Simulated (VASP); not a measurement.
Energy against volume of BaF2 (fluorite). All values below come from MS2 meta-GGA, VASP's PBE PAW potentials (set 64) (plane waves; VASP).

```
V (Å³/atom)  E (eV/atom)
-----------  -----------
18.842          -5.44183
19.443          -5.45374
20.045          -5.45765
20.646          -5.45500
21.247          -5.44673
```

Q: Fit a third-order Birch-Murnaghan equation of state.

A: 
```json
{
  "volume_per_atom": "20.08 Å³/atom",
  "bulk_modulus": "58.3 GPa",
  "pressure_derivative_of_the_bulk_modulus": "4.93",
  "lattice_constant_a": "6.223 Å"
}
```

Measured: bulk modulus 57.0 GPa (computed value off by +2.2 %), as given by On the Morphology of Group II Metal Fluoride Nanocrystals at Finite Temperature and Partial Pressure of HF, PMC6154342. The calculation is for a static lattice, while the measured bulk modulus holds thermal and zero-point effects, which are part of the difference.

The compound is BaF2 in the fluorite structure. It was relaxed first.
